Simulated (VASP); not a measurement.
ScGa3:

```
CELL_PARAMETERS angstrom
4.09500 0.00000 0.00000
0.00000 4.09500 0.00000
0.00000 0.00000 4.09500
ATOMIC_POSITIONS crystal
Sc 0.00000 0.00000 0.00000
Ga 0.00000 0.50000 0.50000
Ga 0.50000 0.00000 0.50000
Ga 0.50000 0.50000 0.00000
```

```yaml
Program: VASP 6.6.1
Task: relaxation of cell and atoms
Functional: LDA
Potentials_or_basis: VASP PAW LDA potentials, release 64 (Sc_sv, Ga_d)
Cutoff: 350 eV
k_mesh: 6 × 6 × 6
Occupations: gaussian, width 0.1 eV
Spin: no spin polarisation
```

At the start: pressure -5.7 GPa; volume 17.17 Å³/atom.

Task: How do energy, volume and symmetry change on relaxing?

Result: Over 13 steps the energy falls by 22.1 meV/atom and the volume is 15.99 Å³/atom (-6.8 %); space group Pm-3m (No. 221, to 0.05 Å).

The path:
| step | energy change (eV) | largest force (eV/Å) | pressure (GPa) | volume (Å³) |
| --- | --- | --- | --- | --- |
| 1 | 0.0000 | 0.0000 | -5.70 | 68.67 |
| 2 | -0.0817 | 0.0000 | 1.82 | 62.77 |
| 3 | -0.0885 | 0.0000 | 0.05 | 63.97 |
| 4 | -0.0885 | 0.0000 | -0.18 | 64.06 |
| 5 | -0.0885 | 0.0000 | -0.09 | 64.06 |
| 6 | -0.0885 | 0.0000 | -0.08 | 64.05 |
| 7 | -0.0885 | 0.0000 | -0.11 | 64.05 |
| 8 | -0.0885 | 0.0000 | -0.10 | 64.05 |
| 9 | -0.0885 | 0.0000 | -0.10 | 64.05 |
| 10 | -0.0885 | 0.0000 | -0.07 | 64.04 |
| 11 | -0.0885 | 0.0000 | -0.07 | 64.03 |
| 12 | -0.0885 | 0.0000 | -0.03 | 64.01 |
| 13 | -0.0885 | 0.0000 | -0.02 | 63.98 |

Final structure:
```xyz
4
Lattice="3.9995 0.0000 0.0000 0.0000 3.9995 0.0000 0.0000 0.0000 3.9995" Properties=species:S:1:pos:R:3 pbc="T T T"
Sc    0.0000    0.0000    0.0000
Ga    3.9995    1.9997    1.9997
Ga    1.9997    3.9995    1.9997
Ga    1.9997    1.9997    0.0000
```

Caveat: the cutoff is under 1.25 times the usual one of these potentials, so pressure, stress and relaxed cells hold a basis-set (Pulay) error.
